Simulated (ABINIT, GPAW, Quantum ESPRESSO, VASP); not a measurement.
# CaB2: 4 runs at one level of theory

```
Ca B
1.0
     3.22643    0.00000    0.00000
    -1.61322    2.79417    0.00000
     0.00000    0.00000    4.06739
Ca B
1 2
Direct
  0.00000 0.00000 0.00000
  0.66667 0.33333 0.50000
  0.33333 0.66667 0.50000
```

The cell comes from a database or a generator and needn't be the stable form of this composition.

Alike in all runs: task single point; functional PBE; k mesh 9 × 9 × 7; occupations fermi-dirac, width 0.05 eV; no spin polarisation; no spin-orbit coupling. Pressure is positive in compression and, in plane waves, holds the error of the finite cutoff.

```tsv
program and potentials	plane-wave cutoff (eV)	notes	pressure (GPa)
GPAW, GPAW PAW data sets (gpaw-data 1.2.1)	800	-	-0.06
Quantum ESPRESSO, SSSP 1.3 efficiency PBE	748	-	-0.52
ABINIT, JTH PAW PBE v2.0	517	-	-0.68
VASP, PBE PAW files B, Ca_sv, 520 eV	520	-	-0.09
```

The pressure spans -0.68 (ABINIT, JTH PAW PBE v2.0) to -0.06 GPa (GPAW, GPAW PAW data sets (gpaw-data 1.2.1)).

Differences between rows come from potentials, basis sets and numerical settings, since the functional is the same but for its coding. Runs on potential files found faulty are left out.
